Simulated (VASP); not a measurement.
Consider the following.

```yaml
crystal:
  lattice:
    - [0.00000, 2.75015, 2.75015]
    - [2.75015, 0.00000, 2.75015]
    - [2.75015, 2.75015, 0.00000]
  atoms:
    - { symbol: Ru, position: [0.00000, 0.00000, 0.00000] }
    - { symbol: Se, position: [0.25000, 0.25000, 0.25000] }
```

These are PBE GGA, VASP's PBE PAW potentials (set 64) (plane waves; VASP) values and carry that method's errors. Numerical set-up: 400 eV cut-off, 13×13×13 Γ-centred mesh, tetrahedra with Blöchl corrections, potentials Ru_pv Se.

Problem. What does the run give for the energy per atom (σ→0), band gap (on the k-mesh) with the smallest direct gap where there is one?

Solution. 
| Quantity | Result |
|---|---|
| band gap (on the k-mesh) | none (metal, semimetal or under 0.01 eV) |
| energy per atom (σ→0) | -6.212 eV/atom |

The structure was generated: RuSe was put into the zinc blende type (F-43m), which need not be its known phase. It was relaxed first, which changed the volume by -28 %.
